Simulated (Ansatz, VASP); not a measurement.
# Cross-check of V between VASP and Ansatz

Aim: how closely do two programs agree when they are given the same cell, functional and k mesh?

Calculated with Ansatz 0.2.0; plane waves, with VASP 6.6.1 beside it; single point at PBEsol.

**1. The starting structure**

Symmetry: Im-3m, No. 229, cubic system. Conventional cell: a = 2.956 Å, b = 2.956 Å, c = 2.956 Å, α = 90.00°, β = 90.00°, γ = 90.00°. Nearest to V lie 8 V at 2.56 Å.

**2. Ansatz: single point, PBEsol**

Ansatz runs on its default PAW (the set named soft_2) files.

A single point gives forces, pressure and levels at one fixed geometry, so differences don't come from the geometry; what else differs is listed under the comparison.

input.yaml

```yaml
crystal:
  lattice:
    - [-1.4780092259, 1.4780092259, 1.4780092259]
    - [1.4780092259, -1.4780092259, 1.4780092259]
    - [1.4780092259, 1.4780092259, -1.4780092259]
  atoms:
    - { symbol: V, position: [0.0, 0.0, 0.0] }
hamiltonian:
  xc: pbesol
  pseudopotentials: { kind: paw }
kpoints:
  mp_grid: { grid: [36, 36, 36] }
scf:
  occupations: { method: fermi_dirac, width: 0.1 }
  n_extra_bands: 4
output:
  forces: true
  stress: true
  eigenvalues: true
  write_density: true
  write_potential: true
  elf: true
  volumetric_format: npy
```

On the command line:

```
> ansatz run input.yaml --threads 2 --pin off --max-ram 4608MiB --backend cpu --events-out ev --progress --plain --runs-dir out
```

Numbers of over 12 decimals in the logs are rounded to 6 here.

Log:

```text
scf.n_extra_bands = 4 over 7 filled bands (N_el = 13.0): the run solves 11 bands
Engine: ansatz 0.2.0, aarch64-unknown-linux-gnu
Pseudopotentials: kind: paw
Pseudopotential: V, paw, valence charge 13, recommended cutoff 420 eV (normal), V.paw.azcp
Functional definition: PBEsol
  exchange = pbesol_x
  correlation = pbesol_c
Crystal: 1 atoms, lattice volume = 12.915 Å³
Basis set: ecut = 420 eV, 249 PW (Γ), exchange–correlation on 36×36×36 points (8 copies of the dense FFT grid, shifted against one another)
Bands: 11, of which v1, the nominal top of the filled ones, is band 7 counted from 1 (6 counted from 0)
Symmetry: 48 space group operations
Space group: Im-3m (ITA 229), of the structure as read, at distance tolerance 2.3e-5 Å
k-points: 1240 of 46656
Non-local potential: V, projectors of the file, l = 0: 3, l = 1: 2, l = 2: 3, l = 3: 1
PAW form: soft (Blöchl's): semilocal exchange-correlation on the pseudo side does not see the compensation charge
PAW frozen core: V, regenerated for the run's functional, and the local potential with it (the file was generated under x = pbe(κ = 0.804, μ = 0.219515), c = pbe(β = 0.066725))
PAW one-centre angular grid: V, 590 points (default); XC on 64 Gauss nodes
Initial density: superposition of atomic densities (neutral atoms: chi_scale 0, normalization atom), corrected by the library's trained network
Initial wavefunctions: pseudopotential atomic-orbital guess
Functional: x = pbesol(κ = 0.804, μ = 0.123457), c = pbesol(β = 0.046)
SCF iter   1: F=—  HF=-2885.319410 eV  |F-HF|=—  |Δ(HF+E_count)|=         —  Δρ=9.61e-3  dr2=6.13e-3  ethr=1.77e-3  ⟨swp⟩=4.0  Hψ=68896  notcnv=0
preconditioner: auto → none  [metal: Δε(μ)=0.002 eV  Ē_g=7.077 eV  σ=0.100 eV  W_gap=0.00  n_scr=0 (ndim 8)  ℏωp=23.1 eV  f_vac=0.000  D(μ)=1.65/eV (n_scr^D=18)]
SCF iter   2: F=—  HF=-2885.318012 eV  |F-HF|=—  |Δ(HF+E_count)|=   1.40e-3  Δρ=4.03e-3  dr2=1.18e-3  ethr=4.72e-5  ⟨swp⟩=3.0  Hψ=36352  notcnv=0
SCF iter   3: F=—  HF=-2885.317704 eV  |F-HF|=—  |Δ(HF+E_count)|=   3.08e-4  Δρ=1.94e-3  dr2=1.10e-4  ethr=9.06e-6  ⟨swp⟩=2.9  Hψ=21927  notcnv=0
SCF iter   4: F=—  HF=-2885.317704 eV  |F-HF|=—  |Δ(HF+E_count)|=   3.45e-7  Δρ=2.13e-4  dr2=1.28e-6  ethr=8.43e-7  ⟨swp⟩=1.0  Hψ=13617  notcnv=0
SCF iter   5: F=—  HF=-2885.317705 eV  |F-HF|=—  |Δ(HF+E_count)|=   1.09e-6  Δρ=1.27e-5  dr2=5.62e-9  ethr=9.83e-9  ⟨swp⟩=1.0  Hψ=13617  notcnv=0
SCF iter   6: F=-2885.317705 eV  HF=-2885.317705 eV  |F-HF|=5.14e-11  |Δ(HF+E_count)|=   2.43e-9  Δρ=9.99e-7  dr2=8.21e-11  ethr=4.32e-11  ⟨swp⟩=3.9  Hψ=57618  notcnv=0
SCF 1 converged in 6 iterations: F = -2885.317705 eV  dr2 = 8.21e-11
  greatest PAW one-centre occupation: 1.000 electrons in one spin orbital (limit 2), on the V atom at site 0 (counted from 0), in its partial waves of l = 0
SCF converged after 6 iterations
Free energy (F): -2885.317705 eV
Harris-Foulkes:  -2885.317705 eV  (|F-HF|=5.14e-11)
Internal energy: -2885.263549 eV  (E = F + TS)
E sigma→0 (E₀):  -2885.290627 eV
Entropy (-TS):   -0.054156 eV (-54.156 meV/atom)
Fermi energy:    17.232098 eV
--- Per-component energies (eV) ---
  E_band       = -133.942223
  E_kinetic    = 337.487270
  E_local      = -864.690937  (includes V_loc(G=0)·N_el)
  E_nonlocal   = -43.810962
  E_hartree    = 400.076276
  E_xc         = -129.889695
  E_vxc        = -165.412543  (∫ρ·V_xc dr)
  E_paw        = -1086.587285  (= ΣΔE_a)
  E_vpaw       = -197.667534  (= ΣTr[D̂ρ^β])
  E_aug_tail   = 0.000279  (compensation charges beyond the density's cutoff)
  E_ewald      = -1497.998173
  E_core_change = 0.149679  (= ΣΔE_core)
  E_smearing   = -0.054156  (= −TS)
  E_closure    = 0.000000  (closes the sum)
  Σ components = -2885.317705   (vs F -2885.317705, Δ=0.00e0)
--- Forces (eV/Å), atoms counted from 1 ---
  atom   1  V     -0.00000000    -0.00000000     0.00000000
  max |Σ_I F_I| component: 5.96e-32 eV/Å
--- Stress (GPa, compression-positive) ---
        0.829567      -0.000000      -0.000000
        0.000000       0.829567       0.000000
        0.000000      -0.000000       0.829567
  P = ⅓ Tr σ = 0.8296 GPa (8.296 kbar)
--- Band table (eV; the first three rows and the last of 1240) ---
  k-point 0: bands = [... 3 lower, -19.5138, 10.5212, 17.6375, 17.6375, 17.6375, 19.7562, 19.7562, 38.0767]
  k-point 1: bands = [... 3 lower, -19.5138, 10.5538, 17.6230, 17.6349, 17.6614, 19.7386, 19.7571, 38.0238]
  k-point 2: bands = [... 3 lower, -19.5140, 10.6512, 17.5802, 17.6258, 17.7327, 19.6889, 19.7599, 37.8648]
  k-point 1239: bands = [... 3 lower, -20.2214, 14.0015, 14.0015, 21.1816, 21.1816, 21.1816, 27.7947, 27.7947]
```

Wall time 11 s (2 threads of Arm Neoverse N1, shared host); peak memory 0.47 GiB.

The run ends at a pressure of 0.83 GPa.

**3. VASP: single point, PBEsol**

The same cell, functional, mesh and smearing now go to VASP, with its own data sets and cutoff.

Lines of VASP's logs that name or quote its potential files are left out, and so is its time.

INCAR

```
SYSTEM = V
PREC = Accurate
ENCUT = 450
EDIFF = 1E-08
NELM = 100
ISMEAR = -1
SIGMA = 0.1
LREAL = .FALSE.
ALGO = Normal
GGA = PS
NBANDS = 14
LASPH = .TRUE.
LORBIT = 11
LWAVE = .FALSE.
LCHARG = .FALSE.
KPAR = 2
ISIF = 2
```

POSCAR

```
V
1.0
   -1.4780092259      1.4780092259      1.4780092259
    1.4780092259     -1.4780092259      1.4780092259
    1.4780092259      1.4780092259     -1.4780092259
V
1
Direct
    0.0000000000      0.0000000000      0.0000000000
```

KPOINTS

```
Automatic mesh
0
Gamma
36 36 36
0 0 0
```

Potentials, in the order of the species: V_sv (PBE family, release 64).

On the command line:

```
> mpirun -np 2 vasp_std
```

Log:

```text
[banner, memory and clock lines left out]
running    2 mpi-ranks, on    1 nodes
 distrk:  each k-point on    1 cores,    2 groups
 distr:  one band on    1 cores,    1 groups

 POSCAR found type information on POSCAR V
 POSCAR found :  1 types and       1 ions
|                                                                             |
|               ----> ADVICE to this user running VASP <----                  |
|                                                                             |
|     You enforced a specific xc type in the INCAR file but a different       |
|     [... a line on the potential file left out ...]
|     I HOPE YOU KNOW WHAT YOU ARE DOING!                                     |
|                                                                             |

 LDA part: xc-table for (Slater+PW92), standard interpolation
 POSCAR, INCAR and KPOINTS ok, starting setup
 FFT: planning ... GRIDC
 FFT: planning ... GRID_SOFT
 FFT: planning ... GRID
 WAVECAR not read
 entering main loop
       N       E                     dE             d eps       ncg     rms          rms(c)
DAV:   1     0.827241706644E+02    0.82724E+02   -0.62205E+03 35212   0.923E+02
DAV:   2    -0.993054968731E+01   -0.92655E+02   -0.89426E+02 36694   0.280E+02
DAV:   3    -0.111450677644E+02   -0.12145E+01   -0.12127E+01 38518   0.361E+01
DAV:   4    -0.111501278886E+02   -0.50601E-02   -0.50601E-02 38848   0.244E+00
DAV:   5    -0.111501740508E+02   -0.46162E-04   -0.46162E-04 38716   0.219E-01    0.205E+01
DAV:   6    -0.969466308059E+01    0.14555E+01   -0.20565E+00 35050   0.257E+01    0.210E+00
DAV:   7    -0.967153618071E+01    0.23127E-01   -0.24780E-02 36970   0.165E+00    0.111E+00
DAV:   8    -0.966200759834E+01    0.95286E-02   -0.53149E-03 36742   0.973E-01    0.854E-02
DAV:   9    -0.966205591752E+01   -0.48319E-04   -0.77235E-05 38866   0.107E-01    0.424E-02
DAV:  10    -0.966206249248E+01   -0.65750E-05   -0.29981E-06 36016   0.154E-02    0.110E-03
DAV:  11    -0.966206252648E+01   -0.34007E-07   -0.68402E-08 40126   0.410E-03    0.107E-03
DAV:  12    -0.966206252959E+01   -0.31114E-08   -0.88891E-09 23612   0.147E-03
   1 F= -.96620625E+01 E0= -.96349262E+01  d E =-.542726E-01
```

Parts of OUTCAR (step 3):

```text
ion  position               nearest neighbor table
   1  0.000  0.000  0.000-

  LATTYP: Found a body centered cubic cell.
 ALAT       =     2.9560184518

 Subroutine GETGRP returns: Found 48 space group operations
 (whereof 48 operations were pure point group operations)

The static configuration has the point symmetry O_h .

 Found   1240 irreducible k-points:

   k-points           NKPTS =   1240   k-points in BZ     NKDIM =   1240   number of bands    NBANDS=     14

   dimension x,y,z NGX =    18 NGY =   18 NGZ =   18
   dimension x,y,z NGXF=    36 NGYF=   36 NGZF=   36

   ENCUT  =  450.0 eV  33.07 Ry    5.75 a.u.   4.43  4.43  4.43*2*pi/ulx,y,z

   NELECT =      13.0000    total number of electrons

 k-points in reciprocal lattice and weights: Automatic mesh
   0.00000000  0.00000000  0.00000000       0.000
   0.02777778  0.00000000  0.00000000       0.000
   0.05555556  0.00000000  0.00000000       0.000
   0.08333333  0.00000000  0.00000000       0.000
   0.11111111  0.00000000  0.00000000       0.000
   0.13888889  0.00000000  0.00000000       0.000
   0.16666667  0.00000000  0.00000000       0.000
   0.19444444  0.00000000  0.00000000       0.000
   0.22222222  0.00000000  0.00000000       0.000
[...]
0.50000000  0.50000000  0.47222222       0.000
   0.50000000  0.50000000  0.50000000       0.000

 average (electrostatic) potential at core
       1 -69.3876

 E-fermi :  10.1147

 k-point     1 :       0.0000    0.0000    0.0000
  band No.  band energies     occupation
      1     -53.3255      2.00000
      2     -26.6557      2.00000
      3     -26.6557      2.00000
      4     -26.6557      2.00000
      5       3.4077      2.00000
      6      10.5184      0.03468
      7      10.5184      0.03468
      8      10.5184      0.03468
      9      12.6322      0.00000
     10      12.6322      0.00000
    ...

 k-point     2 :       0.0278    0.0000    0.0000
  band No.  band energies     occupation
      1     -53.3234      2.00000
      2     -26.6631      2.00000
      3     -26.6577      2.00000
      4     -26.6552      2.00000
      5       3.4404      2.00000
      6      10.5041      0.03990
      7      10.5160      0.03553
      8      10.5425      0.02736
      9      12.6148      0.00000
     10      12.6335      0.00000
    ...

 k-point     3 :       0.0556    0.0000    0.0000
  band No.  band energies     occupation
      1     -53.3181      2.00000
      2     -26.6877      2.00000
      3     -26.6650      2.00000
      4     -26.6553      2.00000
      5       3.5380      2.00000
      6      10.4614      0.06050
      7      10.5068      0.03887
      8      10.6134      0.01355
      9      12.5651      0.00000
     10      12.6361      0.00000
    ...

  Total        0.0234974      0.0234974      0.0234974      0.0000000      0.0000000      0.0000000
  in kB        2.9150043      2.9150043      2.9150043      0.0000000      0.0000000      0.0000000
  external PRESSURE =       2.9150043 kB  Pullay stress =       0.0000000 kB

  energy-cutoff  :      450.00
  volume of cell :       12.91
      direct lattice vectors                 reciprocal lattice vectors
    -1.478009226  1.478009226  1.478009226     0.000000000  0.338292882  0.338292882
     1.478009226 -1.478009226  1.478009226     0.338292882  0.000000000  0.338292882
     1.478009226  1.478009226 -1.478009226     0.338292882  0.338292882  0.000000000

 POSITION                                       TOTAL-FORCE (eV/Angst)
 -----------------------------------------------------------------------------------
      0.00000      0.00000      0.00000        -0.000000      0.000000      0.000000
 -----------------------------------------------------------------------------------
    total drift:                                0.000000      0.000000      0.000000

  FREE ENERGIE OF THE ION-ELECTRON SYSTEM (eV)
  ---------------------------------------------------
  free  energy   TOTEN  =        -9.6620625296 eV

  energy  without entropy=       -9.6077899688  energy(sigma->0) =       -9.63492625

 total charge
# of ion       s       p       d       tot
------------------------------------------
    1        2.356   6.238   3.141  11.735

[... 3 further parts left out ...]
```

This run has no spin polarisation, so a moment on V, if there is one, isn't seen. Its electron count is odd, so without a moment it is a metal by construction.

**4. Side by side**

Known differences besides the potentials themselves: the cutoff is 420 eV in Ansatz and 450 eV in VASP; Ansatz makes its cores anew for this functional, VASP keeps those of its PBE data sets. Total energies have different zeros and are not compared.

Compared:

```tsv
quantity	Ansatz	VASP	difference
pressure (GPa)	0.83	0.29	+0.54
pressure without Ansatz's Pulay correction (GPa)	0.76	0.29	+0.47
```

Ansatz's pressure holds a Pulay correction of 0.07 GPa; VASP's holds none.

**5. Other set-ups**

Further runs change the set-up of one program: Ansatz's method, potentials or start, or VASP's data sets, cutoff or form of LDA. The table gives Ansatz less VASP for each quantity, since a change that brings one quantity closer may part another.

```tsv
run	pressure (GPa)
as above	0.54
Ansatz's all-electron LAPW method	0.49
```

**6. Summary of results**

| Item | Value |
| --- | --- |
| difference in pressure (single point, PBEsol) | 0.54 GPa |

The difference in pressure is 0.54 GPa (single point, PBEsol), within the 1 GPa picked in this series as the mark of a large difference. For single point, PBEsol, no further run moves any of the tabulated differences by more than a quarter of its size. How closely two codes agree says nothing of how well the functional describes the real material.

[Lines on the potential files, build, host, timing and source positions are cut from VASP's logs without a mark.]

[Logs are printed without paths, hosts, clocks, repeated set-up lines and the standing remarks that a program may print on its own settings, such as how far it seeks lower states.]

[Hosts, paths, dates, database ids (printed as entryN), source tags and the programs' standing remarks are cut or masked in the printed files.]
